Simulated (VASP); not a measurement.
The system is Ge3B2C3.

```
CELL_PARAMETERS angstrom
3.07267 1.82890 2.61316
-3.13035 1.74821 2.73549
-0.09872 -3.65153 2.72474
ATOMIC_POSITIONS crystal
Ge 0.00745 0.48016 0.49280
Ge 0.51732 0.98875 0.49329
Ge 0.48182 0.48591 0.03422
B 0.01194 0.96646 0.95180
B 0.83423 0.75951 0.77016
C 0.22909 0.21007 0.78242
C 0.23050 0.75872 0.19213
C 0.76097 0.21304 0.24912
```

The cell was built by a generator and needn't be a form met in nature.

```yaml
Program: VASP 6.6.1
Task: relaxation of cell and atoms
Functional: PBE
Potentials_or_basis: VASP PAW PBE potentials, release 64 (Ge_d, B, C)
Cutoff: 520 eV
k_mesh: 5 × 5 × 5
Occupations: gaussian, width 0.15 eV
Spin: no spin polarisation
```

At the start: pressure 5.4 GPa; volume 11.34 Å³/atom.

Problem. How do energy, volume and symmetry change on relaxing?

Solution. Over 14 steps the energy falls by 239.9 meV/atom and the volume is 11.17 Å³/atom (-1.5 %); space group R3m (No. 160, to 0.05 Å).

Step by step:
```csv
step,energy change (eV),largest force (eV/Å),pressure (GPa),volume (Å³)
1,0.0000,5.2812,5.44,90.75
2,-1.2175,1.6976,-8.42,95.87
3,-1.3741,1.3464,-5.89,94.20
4,-1.7683,1.1904,0.80,89.39
5,-1.7724,1.1874,1.60,88.90
6,-1.8815,0.4594,1.52,88.54
7,-1.8892,0.3898,1.46,88.61
8,-1.9103,0.1378,-0.88,89.78
9,-1.9106,0.1369,-0.52,89.65
10,-1.9156,0.0641,-0.31,89.35
11,-1.9165,0.0945,0.28,89.10
12,-1.9184,0.0782,0.23,89.16
13,-1.9184,0.0786,0.21,89.17
14,-1.9192,0.0290,-0.07,89.38
```

Final structure:
```
Ge B C
1.0
     3.14353    1.81350    2.66006
    -3.11914    1.78312    2.64657
    -0.01612   -3.58627    2.64494
Ge B C
3 2 3
Direct
  0.00484 0.47303 0.48666
  0.49669 0.97912 0.48672
  0.49659 0.47361 0.99172
  0.01755 0.99024 0.00348
  0.79713 0.76772 0.78003
  0.23635 0.20953 0.77240
  0.23641 0.75961 0.22294
  0.78775 0.20975 0.22200
```
